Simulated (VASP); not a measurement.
Input:

```xyz
2
Lattice="0.0000 2.6038 2.6038 2.6038 0.0000 2.6038 2.6038 2.6038 0.0000" Properties=species:S:1:pos:R:3 pbc="T T T"
B      0.0000     0.0000     0.0000
Bi     2.6038     2.6038     2.6038
```

The numbers are results of PBEsol GGA, VASP's PBE PAW potentials (set 64) (plane waves; VASP 6.6.1), not measurements. Numerical set-up: 520 eV cut-off, Gaussian smearing of 0.050 eV, potentials B Bi_d.

Unless said otherwise, spin-orbit coupling is left out, though it shifts the bands of the heavy elements here.

Predict the band gap (along the path) with the smallest direct gap where there is one.

```json
{
 "band gap (along the path)": "none (metal, semimetal or under 0.01 eV)"
}
```

The absolute energy has meaning only against runs of the same code, potentials and settings.

The structure was generated: BBi was put into the rock salt type (Fm-3m), which need not be its known phase. It was relaxed first, which changed the volume by +12 %.
